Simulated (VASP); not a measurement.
Here is the system:

```xyz
2
Lattice="0.0000 3.4321 3.4321 3.4321 0.0000 3.4321 3.4321 3.4321 0.0000" Properties=species:S:1:pos:R:3 pbc="T T T"
Sr     0.0000     0.0000     0.0000
Te     3.4321     3.4321     3.4321
```

Method: revPBE GGA, VASP's PBE PAW potentials (set 64) (plane waves; VASP). Settings: 520 eV cut-off, 7×7×7 Γ-centred mesh, Gaussian smearing of 0.050 eV, potentials Sr_sv Te.

**Question.** The job: SrTe (rock salt), 2 atoms, revPBE, static run, 520 eV, 7×7×7 Γ-centred mesh. Roughly how much core time does it take on a busy server core?

**Answer.** About 10 core-seconds (one run on a shared machine, a rough figure). It had 20 irreducible k-points, 12 bands, up to 2197 plane waves and 14 electronic steps.

The compound is SrTe in the rock salt structure. This cell is one point of a volume scan, at 1.03 of the reference volume.
